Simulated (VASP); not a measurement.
# MnHg (P4/mmm) in VASP: a series of runs

Runs on MnHg. Level: r2SCAN. Tasks: single point.

All numbers are computed with VASP 6.6.1; they aren't measurements. Logs are shortened: lines on timing, memory, paths and dates and some standing lists are left out, and cuts for length are marked.

## (1) Starting point

Symmetry: P4/mmm, No. 123, tetragonal system. The conventional cell has a = 3.288 Å, b = 3.288 Å, c = 3.313 Å, α = 90.00°, β = 90.00°, γ = 90.00°. Around Hg (site symmetry 4/mmm) lie 8 Mn at 2.85 Å. Mn (site symmetry 4/mmm) is surrounded by 8 Hg at 2.85 Å.

## (2) Single point, r2SCAN, collinear spin, ferromagnetic start

File INCAR:

```
  PREC = Low
  ENCUT = 400
  EDIFF = 1E-6
  ISMEAR = 1
  SIGMA = 0.2
  LREAL = F
  LASPH = T
  NELM = 100
  ALGO = Normal
  ISIF = 2
  LWAVE = F
  LCHARG = F
  ISPIN = 2
  MAGMOM = 0 4
  LORBIT = 11
  LMAXMIX = 4
  METAGGA = R2SCAN
  LMIXTAU = T
  NBANDS = 24
  ADDGRID = F
```

File KPOINTS:

```
Automatic mesh
0
Gamma
  5 5 5
```

File POSCAR:

```
MnHg
1.0
    3.2880000000      0.0000000000      0.0000000000
    0.0000000000      3.2880000000      0.0000000000
    0.0000000000      0.0000000000      3.3130000000
Hg Mn
1 1
Direct
    0.0000000000      0.0000000000      0.0000000000
    0.5000000000      0.5000000000      0.5000000000
```

Potentials or basis: VASP PAW PBE potentials, release 64 (Hg, Mn_pv).

Launch:

```bash
$ cat potpaw_PBE.64/Hg/POTCAR potpaw_PBE.64/Mn_pv/POTCAR > POTCAR
$ mpirun -np 1 vasp_std > vasp.out
```

OUTCAR:

```text
PREC = Low
   ENCUT = 400
   EDIFF = 1E-6
   ISMEAR = 1
   LREAL = F
   LASPH = T
   NELM = 100
   ISIF = 2
   ISPIN = 2
   LORBIT = 11
   METAGGA = R2SCAN

 Found     18 irreducible k-points:

 Following reciprocal coordinates:
            Coordinates               Weight
  0.000000  0.000000  0.000000      1.000000
  0.200000  0.000000  0.000000      4.000000
  0.400000  0.000000  0.000000      4.000000
  0.200000  0.200000  0.000000      4.000000
  0.400000  0.200000  0.000000      8.000000
  0.400000  0.400000  0.000000      4.000000
   k-points           NKPTS =     18   k-points in BZ     NKDIM =     18   number of bands    NBANDS=     24
   number of dos      NEDOS =    301   number of ions     NIONS =      2
   total plane-waves  NPLWV =   4096
   dimension x,y,z NGX =    16 NGY =   16 NGZ =   16
   dimension x,y,z NGXF=    20 NGYF=   20 NGZF=   20
   ions per type =               1   1
   NGX,Y,Z   is equivalent  to a cutoff of   8.09,  8.09,  8.03 a.u.
   NGXF,Y,Z  is equivalent  to a cutoff of  10.11, 10.11, 10.04 a.u.
 SYSTEM =  unknown system
   PREC   = low       normal or accurate (medium, high low for compatibility)
   ISTART =      0    job   : 0-new  1-cont  2-samecut
   ICHARG =      2    charge: 1-file 2-atom 10-const
   ISPIN  =      2    spin polarized calculation?
   LNONCOLLINEAR =      F non collinear calculations
   LSORBIT =      F    spin-orbit coupling
   LASPH  =      T    aspherical Exc in radial PAW
   ENCUT  =  400.0 eV  29.40 Ry    5.42 a.u.   5.36  5.36  5.40*2*pi/ulx,y,z
   NELM   =    100;   NELMIN=  2; NELMDL= -5     # of ELM steps
   EDIFF  = 0.1E-05   stopping-criterion for ELM
   LREAL  =      F    real-space projection
   EDIFFG = 0.1E-04   stopping-criterion for IOM
   NSW    =      0    number of steps for IOM
   IBRION =     -1    ionic relax: 0-MD 1-quasi-New 2-CG
   NFREE  =      0    steps in history (QN), initial steepest desc. (CG)
   ISIF   =      2    stress and relaxation
   ISYM   =      2    0-nonsym 1-usesym 2-fastsym
   POTIM  = 0.5000    time-step for ionic-motion
   TEBEG  =    0.0;   TEEND  =   0.0 temperature during run
   PSTRESS=    0.0 pullay stress
   NELECT =      25.0000    total number of electrons
   NUPDOWN=      -1.0000    fix difference up-down
   EMIN   =  10.00;   EMAX   =-10.00  energy-range for DOS
   EFERMI =   0.00;   METHOD = LEGACY
   ISMEAR =     1;   SIGMA  =   0.20  broadening in eV -4-tet -1-fermi 0-gaus
   EFERMI_NEDOS =   21; number of points for ismear=-14 and -15
   IALGO  =     38    algorithm
   IMIX   =      4    mixing-type and parameters
     AMIX     =   0.40;   BMIX     =  1.00
     AMIX_MAG =   1.60;   BMIX_MAG =  1.00
  volume/ion in A,a.u.               =      17.91       120.85
  Fermi-wavevector in a.u.,A,eV,Ry     =   1.452200  2.744260 28.693127  2.108885
  Thomas-Fermi vector in A             =   2.569610
   LORBIT       =     11    0 simple, 1 ext, 2 COOP (PROOUT), +10 PAW based schemes
   METAGGA = R2SCAN    functional components
   LHFCALC =     F    Hartree Fock is set to
   AEXX    =    0.0000 exact exchange contribution
   IVDW    =     0    specifies the selected vdW correction
   LEPSILON=     F    determine dielectric tensor
   LRPA    =     F    only Hartree local field effects (RPA)
 spin polarized calculation
 Methfessel and Paxton  Order N= 1 SIGMA  =   0.20
  energy-cutoff  :      400.00
  volume of cell :       35.82
 maximum number of plane-waves:       664
   NGX = 11   NGY = 11   NGZ = 11

 number of electron      24.9998947 magnetization       4.1771155

 Free energy of the ion-electron system (eV)
  ---------------------------------------------------
  ext. energy  EPLUGINS =         0.00000000
  ---------------------------------------------------
  free energy    TOTEN  =       -64.03992605 eV

  energy without entropy =      -64.02768006  energy(sigma->0) =      -64.03584405

 E-fermi :   6.0784     XC(G=0): -12.7458

 val. band max:        6.0619588413   @ k =   0.2000   0.2000   0.0000
 cond. band min:       6.0915540484   @ k =   0.2000   0.2000   0.2000
 fundamental gap:      0.0295952072
 Fermi energy:         6.0783639435

 spin component 1

 k-point     1 :       0.0000    0.0000    0.0000
  band No.  band energies     occupation
      1     -47.1559      1.00000
      2     -47.1559      1.00000
      3     -47.1516      1.00000
      4      -4.5482      1.00000
      5      -3.1001      1.00000
      6      -3.0865      1.00000
[... 16 lines left out ...]
     23      23.5631      0.00000
     24      27.5170      0.00000

 k-point     2 :       0.2000    0.0000    0.0000
  band No.  band energies     occupation
      1     -47.1627      1.00000
      2     -47.1559      1.00000
      3     -47.1515      1.00000
      4      -3.9296      1.00000
      5      -2.9777      1.00000
      6      -2.7576      1.00000
[... 16 lines left out ...]
     23      22.7738      0.00000
     24      23.1303      0.00000

 k-point     3 :       0.4000    0.0000    0.0000
  band No.  band energies     occupation
      1     -47.1724      1.00000
      2     -47.1553      1.00000
      3     -47.1508      1.00000
      4      -3.0474      1.00000
      5      -2.7796      1.00000
      6      -2.1726      1.00000
[... 16 lines left out ...]
     23      20.0781      0.00000
     24      27.7276      0.00000

 k-point     4 :       0.2000    0.2000    0.0000
  band No.  band energies     occupation
      1     -47.1622      1.00000
      2     -47.1620      1.00000
      3     -47.1511      1.00000
      4      -3.4079      1.00000
      5      -2.7643      1.00000
      6      -2.5830      1.00000
[... 16 lines left out ...]
     23      22.8847      0.00000
     24      23.4683      0.00000

 k-point     5 :       0.4000    0.2000    0.0000
  band No.  band energies     occupation
      1     -47.1718      1.00000
      2     -47.1612      1.00000
      3     -47.1504      1.00000
      4      -2.8999      1.00000
      5      -2.6816      1.00000
      6      -2.3126      1.00000
[... 16 lines left out ...]
     23      24.5662      0.00000
     24      25.2531      0.00000

 k-point     6 :       0.4000    0.4000    0.0000
  band No.  band energies     occupation
      1     -47.1709      1.00000
      2     -47.1708      1.00000
      3     -47.1495      1.00000
      4      -3.1930      1.00000
      5      -2.8554      1.00000
      6      -2.3483      1.00000
[... 16 lines left out ...]
     23      24.1820      0.00000
     24      24.9910      0.00000

 [... further k-points ...]

 spin component 2

 k-point     1 :       0.0000    0.0000    0.0000
  band No.  band energies     occupation
      1     -41.4732      1.00000
      2     -41.4686      1.00000
      3     -41.4686      1.00000
      4      -4.5053      1.00000
      5      -3.0724      1.00000
      6      -3.0577      1.00000
[... 16 lines left out ...]
     23      23.6669      0.00000
     24      29.1041      0.00000

 k-point     2 :       0.2000    0.0000    0.0000
  band No.  band energies     occupation
      1     -41.4778      1.00000
      2     -41.4730      1.00000
      3     -41.4686      1.00000
      4      -3.9046      1.00000
      5      -2.9790      1.00000
      6      -2.7113      1.00000
[... 16 lines left out ...]
     23      23.3824      0.00000
     24      24.2098      0.00000

 k-point     3 :       0.4000    0.0000    0.0000
  band No.  band energies     occupation
      1     -41.4912      1.00000
      2     -41.4720      1.00000
      3     -41.4677      1.00000
      4      -3.1477      1.00000
      5      -2.8394      1.00000
      6      -2.1443      1.00000
[... 16 lines left out ...]
     23      20.1956      0.00000
     24      28.6664      0.00000

 k-point     4 :       0.2000    0.2000    0.0000
  band No.  band energies     occupation
      1     -41.4773      1.00000
      2     -41.4767      1.00000
      3     -41.4724      1.00000
      4      -3.3737      1.00000
      5      -2.7234      1.00000
      6      -2.5736      1.00000
[... 16 lines left out ...]
     23      23.8906      0.00000
     24      24.2843      0.00000

 k-point     5 :       0.4000    0.2000    0.0000
  band No.  band energies     occupation
      1     -41.4902      1.00000
      2     -41.4756      1.00000
      3     -41.4713      1.00000
      4      -2.9300      1.00000
      5      -2.5975      1.00000
      6      -2.3543      1.00000
[... 16 lines left out ...]
     23      25.3511      0.00000
     24      26.0354      0.00000

 k-point     6 :       0.4000    0.4000    0.0000
  band No.  band energies     occupation
      1     -41.4886      1.00000
      2     -41.4886      1.00000
      3     -41.4700      1.00000
      4      -3.0593      1.00000
      5      -2.8379      1.00000
      6      -2.1982      1.00000
[... 16 lines left out ...]
     23      24.9576      0.00000
     24      25.7712      0.00000

 [... further k-points ...]

------------------------ aborting loop because EDIFF is reached ----------------------------------------

  FORCE on cell =-STRESS in cart. coord.  units (eV):
  Direction    XX          YY          ZZ          XY          YZ          ZX
  --------------------------------------------------------------------------------------
  -------------------------------------------------------------------------------------
  Total        0.6759752      0.6759752      0.7130783      0.0000000      0.0000000      0.0000000
  in kB       30.2382265     30.2382265     31.8979503      0.0000000      0.0000000      0.0000000
  external PRESSURE =      30.7914678 kB  Pullay stress =       0.0000000 kB

 VOLUME and BASIS-vectors are now :
 -----------------------------------------------------------------------------
  energy-cutoff  :      400.00
  volume of cell :       35.82
      direct lattice vectors                 reciprocal lattice vectors
     3.288000000  0.000000000  0.000000000     0.304136253  0.000000000  0.000000000
     0.000000000  3.288000000  0.000000000     0.000000000  0.304136253  0.000000000
     0.000000000  0.000000000  3.313000000     0.000000000  0.000000000  0.301841232

 POSITION                                       TOTAL-FORCE (eV/Angst)
 -----------------------------------------------------------------------------------
      0.00000      0.00000      0.00000         0.000000      0.000000      0.000000
      1.64400      1.64400      1.65650         0.000000      0.000000      0.000000
 -----------------------------------------------------------------------------------
    total drift:                               -0.000000     -0.000000     -0.000000

  FREE ENERGIE OF THE ION-ELECTRON SYSTEM (eV)
  ---------------------------------------------------
  free  energy   TOTEN  =       -64.0399260494 eV

  energy  without entropy=      -64.0276800640  energy(sigma->0) =      -64.03584405

 total charge

# of ion       s       p       d       tot
------------------------------------------
    1        0.841   0.556   9.242  10.640
    2        0.273   6.188   4.932  11.393
--------------------------------------------------
tot          1.114   6.744  14.175  22.033

 magnetization (x)

# of ion       s       p       d       tot
------------------------------------------
    1       -0.039  -0.070   0.054  -0.054
    2        0.032   0.023   4.050   4.106
--------------------------------------------------
tot         -0.007  -0.046   4.105   4.052
```

Wall time 32 s (1 thread of Intel Xeon Platinum 8259CL at 2.50GHz (Skylake/Cascade Lake), shared host); peak memory 0.12 GiB.

The run converged, but some of its settings lie outside the range that counts as converged, so its numbers aren't taken as properties of the crystal.

Results:

* Free energy: -64.0399 eV
* Pressure: 3.1 GPa
* Band gap on the k mesh: none (metal or under the smearing width)
* Net moment: 4.18 μB per cell
* Site moments: Hg -0.05; Mn +4.11 μB
* Valence electrons inside the program's atomic spheres: Hg 10.64; Mn 11.39

Caveat: the k mesh is coarse (spacing up to 0.38 Å⁻¹), so the values aren't converged; the PAW data sets were made with another functional, which shifts forces and pressure a little.

## (3) Single point, r2SCAN, collinear spin, ferromagnetic start

INCAR is that of step 2.

KPOINTS is that of step 2.

File POSCAR:

```
MnHg
1.0
    3.2880000000      0.0000000000      0.0000000000
    0.0000000000      3.2880000000      0.0000000000
    0.0000000000      0.0000000000      3.3130000000
Hg Mn
1 1
Direct
    0.0037350000      0.0043450000     -0.0026990000
    0.4987650000      0.4794400000      0.4654080000
```

Potentials or basis: VASP PAW PBE potentials, release 64 (Hg, Mn_pv).

Launch:

```bash
$ cat potpaw_PBE.64/Hg/POTCAR potpaw_PBE.64/Mn_pv/POTCAR > POTCAR
$ mpirun -np 1 vasp_std > vasp.out
```

OUTCAR:

```text
PREC = Low
   ENCUT = 400
   EDIFF = 1E-6
   ISMEAR = 1
   LREAL = F
   LASPH = T
   NELM = 100
   ISIF = 2
   ISPIN = 2
   LORBIT = 11
   METAGGA = R2SCAN

 Found     63 irreducible k-points:

 Following reciprocal coordinates:
            Coordinates               Weight
  0.000000  0.000000  0.000000      1.000000
  0.200000  0.000000  0.000000      2.000000
  0.000000  0.200000  0.000000      2.000000
  0.400000  0.000000  0.000000      2.000000
  0.000000  0.400000  0.000000      2.000000
  0.200000  0.200000  0.000000      2.000000
   k-points           NKPTS =     63   k-points in BZ     NKDIM =     63   number of bands    NBANDS=     24
   number of dos      NEDOS =    301   number of ions     NIONS =      2
   total plane-waves  NPLWV =   4096
   dimension x,y,z NGX =    16 NGY =   16 NGZ =   16
   dimension x,y,z NGXF=    20 NGYF=   20 NGZF=   20
   ions per type =               1   1
   NGX,Y,Z   is equivalent  to a cutoff of   8.09,  8.09,  8.03 a.u.
   NGXF,Y,Z  is equivalent  to a cutoff of  10.11, 10.11, 10.04 a.u.
 SYSTEM =  unknown system
   PREC   = low       normal or accurate (medium, high low for compatibility)
   ISTART =      0    job   : 0-new  1-cont  2-samecut
   ICHARG =      2    charge: 1-file 2-atom 10-const
[... 391 lines left out ...]

 [... further k-points ...]

------------------------ aborting loop because EDIFF is reached ----------------------------------------

  FORCE on cell =-STRESS in cart. coord.  units (eV):
  Direction    XX          YY          ZZ          XY          YZ          ZX
  --------------------------------------------------------------------------------------
  -------------------------------------------------------------------------------------
  Total        0.6853555      0.9276384      0.8482240      0.0174209      0.0359993      0.0245238
  in kB       30.6578306     41.4958100     37.9433850      0.7792851      1.6103473      1.0970171
  external PRESSURE =      36.6990085 kB  Pullay stress =       0.0000000 kB

 VOLUME and BASIS-vectors are now :
 -----------------------------------------------------------------------------
  energy-cutoff  :      400.00
  volume of cell :       35.82
      direct lattice vectors                 reciprocal lattice vectors
     3.288000000  0.000000000  0.000000000     0.304136253  0.000000000  0.000000000
     0.000000000  3.288000000  0.000000000     0.000000000  0.304136253  0.000000000
     0.000000000  0.000000000  3.313000000     0.000000000  0.000000000  0.301841232

 POSITION                                       TOTAL-FORCE (eV/Angst)
 -----------------------------------------------------------------------------------
      0.01228      0.01429      3.30406        -0.052685     -0.301989     -0.341206
      1.63994      1.57640      1.54190         0.052685      0.301989      0.341206
 -----------------------------------------------------------------------------------
    total drift:                               -0.007920      0.052110     -0.027822

  FREE ENERGIE OF THE ION-ELECTRON SYSTEM (eV)
  ---------------------------------------------------
  free  energy   TOTEN  =       -64.0001153212 eV

  energy  without entropy=      -63.9896156166  energy(sigma->0) =      -63.99661542

 total charge

# of ion       s       p       d       tot
------------------------------------------
    1        0.844   0.559   9.242  10.646
    2        0.275   6.190   4.935  11.399
--------------------------------------------------
tot          1.119   6.749  14.177  22.045

 magnetization (x)

# of ion       s       p       d       tot
------------------------------------------
    1       -0.041  -0.069   0.057  -0.053
    2        0.033   0.025   4.049   4.107
--------------------------------------------------
tot         -0.007  -0.045   4.106   4.054
```

stdout:

```text
POSCAR found type information on POSCAR HgMn
 POSCAR found :  2 types and       2 ions
 scaLAPACK will be used
 -----------------------------------------------------------------------------
|                                                                             |
|                                                                             |
|     You enforced a specific xc type in the INCAR file but a different       |
|     I HOPE YOU KNOW WHAT YOU ARE DOING!                                     |
|                                                                             |
 -----------------------------------------------------------------------------

 LDA part: xc-table for (None), standard interpolation
 POSCAR, INCAR and KPOINTS ok, starting setup
 FFT: planning ... GRIDC
 FFT: planning ... GRID_SOFT
 FFT: planning ... GRID
 WAVECAR not read
 entering main loop
```

Run time: 85 s. Hardware: 1 thread of Intel Xeon Platinum 8259CL at 2.50GHz (Skylake/Cascade Lake), shared host; peak memory 0.16 GiB.

The run converged, but some of its settings lie outside the range that counts as converged, so its numbers aren't taken as properties of the crystal.

What came out:

* Free energy: -64.0001 eV
* Pressure: 3.7 GPa
* Largest force: 0.459 eV/Å
* Band gap on the k mesh: none (metal or under the smearing width)
* Net moment: 4.18 μB per cell
* Site moments: Hg -0.05; Mn +4.11 μB
* Valence electrons inside the program's atomic spheres: Hg 10.65; Mn 11.40

Caveat: the k mesh is coarse (spacing up to 0.38 Å⁻¹), so the values aren't converged; the PAW data sets were made with another functional, which shifts forces and pressure a little.

(Continued in part 2 of 2.)
